## Pressure of stretched GaAs across a closing band gap

Zinc-blende GaAs was computed at a series of fixed volumes with the PBE density functional, without spin-orbit coupling. Every cell has the same cubic arrangement, so each atom keeps four equal neighbours and only the bond length changes. A positive pressure means that the crystal pushes outwards; a negative one means that it must be held stretched. The pressure at 25.183 Å³ per atom is left open, and the question is whether the compressed side of the curve tells us what it should be.

Zinc-blende GaAs at fixed volumes, computed with VASP 6.6.1 using PBE and PAW potentials (Ga_d, As), without spin polarisation, spin-orbit coupling or dispersion correction. The plane-wave cutoff is 520 eV, the k mesh is 6×6×6 and includes Γ, and the occupations have a Gaussian smearing of 0.02 eV. Pressure is positive in compression.

```csv
volume (Å³/atom),shortest distance (Å),pressure (GPa)
21.619,2.413,7.170
22.332,2.439,4.360
22.581,2.448,3.480
22.590,2.448,3.450
23.044,2.464,1.990
23.757,2.490,-0.010
24.470,2.514,-1.470
25.183,2.538,?
25.895,2.562,-4.120
```

### The ordinary part of the curve

The pressure vanishes almost exactly at 23.757 Å³ per atom, the equilibrium volume of this calculation. On the compressed side it climbs faster and faster as the atoms are pushed together. The kinetic energy of the valence electrons, which are confined to less space and kept out of the atomic cores, rises steeply at short distance, whereas the attraction that holds the crystal together changes more gently. A crystal therefore resists squeezing more strongly than stretching, and its pressure curve should flatten steadily on expansion.

A third-order Birch-Murnaghan equation of state puts this behaviour into three constants. Fitted to the six rows up to 23.757 Å³, it follows them to within a few thousandths of a GPa and gives a bulk modulus of 61 GPa at equilibrium. Two of these rows have nearly the same volume, so they count as little more than one point.

Continued to larger volumes, the same curve fails. It lies 0.23 GPa below the computed pressure at 24.470 Å³ and 0.21 GPa below it at 25.895 Å³. An extrapolation that was slowly going astray would usually miss by more the further it went. The nearly constant offset suggests instead that something switched on between 23.757 and 24.470 Å³.

### What switches on

The electronic levels of the same runs show what changes. In the first six rows GaAs has a direct gap at Γ, the centre of the Brillouin zone, and this gap shrinks from 0.86 eV at the smallest volume to 0.14 eV at equilibrium. In the known rows beyond equilibrium it is zero.

The reason lies in the character of the two band edges. The bottom of the conduction band at Γ is an antibonding combination of s orbitals, while the top of the valence band is a bonding combination of p orbitals. Stretching the bonds weakens the overlap, which lowers the antibonding level relative to the bonding one. Near equilibrium the gap changes by −7.35 eV per unit of the logarithm of volume, so a volume increase of 1 % narrows it by about 0.07 eV.

At this rate the gap should close near 24.2 Å³ per atom. Beyond that point the s-like level lies below the threefold valence top and takes two of its six electrons, leaving the top two-thirds filled. The individual levels of the two known gapless rows are not listed, so for them this inversion is inferred. It has a good witness in the small energy caused by the smearing of the occupations: two-thirds filling predicts 0.071 meV, and both known gapless rows show that value.

### From moved electrons to a pressure step

The two moved electrons now occupy a level that falls, relative to the one they left, as the crystal expands. They therefore favour expansion and add an outward push. At the crossing the two levels are equal, so the total energy shows no jump, but its slope changes there, and pressure is the negative slope of energy against volume.

The size of the push follows in two lines. Let $E_g$ be the s-like level minus the valence top, which is negative after the crossing, and let $V$ be the volume of the two-atom cell. Γ is one of 216 points in the 6×6×6 mesh, so to first order

$$\Delta E=\frac{2}{216}\,E_g,\qquad \Delta P=-\frac{2}{216}\,\frac{1}{V}\,\frac{dE_g}{d\ln V}.$$

For the open row, $V$ is 2 × 25.183 = 50.37 Å³. The formula gives (2/216) × 7.35 eV / 50.37 Å³ = 0.00135 eV/Å³, and since 1 eV/Å³ is 160.2 GPa, the step is 0.22 GPa. This estimate uses only the gaps of rows that still have one, and no pressure from a gapless row. It nevertheless has the size of the two offsets found above.

The formula also shows what would change the step. A gap that responds more strongly to volume makes it larger; a larger cell volume or a smaller weight of Γ makes it smaller. The last dependence reveals an artefact: a real crystal has no single point that carries 1/216 of all its states. On a denser mesh the abrupt step should shrink, with the states around Γ changing over gradually, though no second mesh was run to test this.

### Forecast

The open row lies between two gapless ones and well beyond the expected closing volume, so it is taken to be inverted as well. The forecast comes from the Birch-Murnaghan curve plus the calculated step, fitted together to all eight known rows. The step was allowed a free multiplier, which came out at 1.04 ± 0.02, close to the value of 1 that the simple argument requires.

The total energies offer a second route. The rise in energy from 24.470 to 25.895 Å³, divided by the change in cell volume and taken with a minus sign, gives the mean pressure over that interval. With the pressures at both ends known, Simpson's rule then yields the pressure in the middle, which is the open row: −2.915 GPa. Tried on three gapped rows, the same procedure returns the computed pressure at 23.044 Å³ to within 0.01 GPa.

**The forecast for 25.183 Å³ per atom is −2.91 GPa, with a range from −2.94 to −2.88 GPa.** The range is a judgement that allows for the uncertain gap slope beyond closure, and it holds only if the row is inverted. Without the step, the continued curve of the gapped rows would give −3.12 GPa. A single smooth curve drawn through all known rows, ignoring the change of state, would give −2.95 GPa.

### Computed value

The withheld rows as computed:

```csv
volume (Å³/atom),shortest distance (Å),pressure (GPa)
25.183,2.538,-2.910
```

The computed pressure is −2.91 GPa, and the forecast meets it to within the rounding of the table. The curve of the gapped rows misses it by 0.21 GPa, as it missed both neighbours. The levels of this run, opened together with its pressure, confirm the assumed state: at Γ a single level at 2.7118 eV lies below a threefold one at 2.9781 eV. The distance of 0.27 eV is close to the 0.28 eV expected from continuing the gap with the slope of the last two gapped rows.

The hit is a milder test than its closeness suggests, because the row lies between two known ones whose energies had already pinned it down. It also does little to separate the step from the single smooth curve, which is only 0.04 GPa off here. The stronger evidence against that curve is at 24.470 Å³, just past the closure, where it misses by 0.11 GPa even though that row was part of its fit. A smooth function has to spread a sudden change over its neighbours, and it fails most visibly next to the change.

### What the step does to elastic data

The step matters most when a stiffness is taken from the difference between two pressures. The rows at 23.757 and 24.470 Å³ straddle the closure and give a bulk modulus of 49 GPa. The continued gapped curve gives 57 GPa for the same pair of volumes, so the step lowers the result by about 14 %. Someone who saw only the pressures might conclude that GaAs softens suddenly under tension, although the bonds have done nothing unusual.

Nor should this closure be expected in real GaAs at such volumes. PBE makes the gap far too small: it gives 0.14 eV at its own equilibrium, whereas the measured gap, which belongs to the somewhat smaller volume of the real crystal, is roughly 1.5 eV (a rough, recalled value). Even in the row at 22.581 Å³, close to that smaller volume, the PBE gap is only about a third of the measured one. The missing spin-orbit coupling is not to blame, since it would raise the valence top by about 0.1 eV and close the gap still earlier. For a bulk modulus from calculations like these, the safer course is to fit only volumes at which the gap is open, or to repeat the runs on denser meshes until the pressures settle. A bend in the pressure should not be trusted before the gap has been looked at. The printed output below gives the fits and estimates in full.

Output of the analysis:

```
Gap change per unit of ln volume, two smallest volumes, eV: -7.702
Gap change per unit of ln volume, last two gapped rows, eV: -7.351
Volume at which the gap should close, A3 per atom: 24.23
Expected pressure step at 24.470, GPa: 0.2228
Expected pressure step at 25.895, GPa: 0.2106
Smearing energy expected for the inverted filling, meV: 0.07142
Smearing energy in the outputs at 24.470, meV: 0.071
fit of pressure on 6 rows (~inv): coefficient of b0 -0.01012 +/- 0.0026, coefficient of b1 91.72 +/- 0.15, coefficient of b2 44.19 +/- 2.1; rms 0.00189, worst 22.332 -0.0036, leave-one-out rms 0.00597
  rows outside the fit (model, value, miss): 24.47 -1.698, -1.47, -0.228; 25.183 -3.123, -2.91, -0.213; 25.895 -4.325, -4.12, -0.205
fit of pressure on 8 rows: coefficient of b0 -0.01184 +/- 0.0019, coefficient of b1 91.86 +/- 0.061, coefficient of b2 42.2 +/- 0.84, coefficient of shift 1.042 +/- 0.021; rms 0.0019, worst 22.581 0.00311, leave-one-out rms 0.00596
  rows outside the fit (model, value, miss): 25.183 -2.907, -2.91, 0.00336
fit of pressure on 8 rows: coefficient of b0 0.05502 +/- 0.031, coefficient of b1 89.16 +/- 0.64, coefficient of b2 65.81 +/- 16; rms 0.0478, worst 24.47 -0.11, leave-one-out rms 0.114
  rows outside the fit (model, value, miss): 25.183 -2.947, -2.91, -0.037
Bulk modulus at 23.757 from the gapped rows, GPa: 61.13
Bulk modulus from the two rows across the gap closure, GPa: 49.38
Same from the continued gapped curve, GPa: 57.08
Lowering by the step, percent: 13.5
Control, pressure at 23.044 from the energies, GPa: 1.991
Pressure at 25.183 from the energies, GPa: -2.915
```
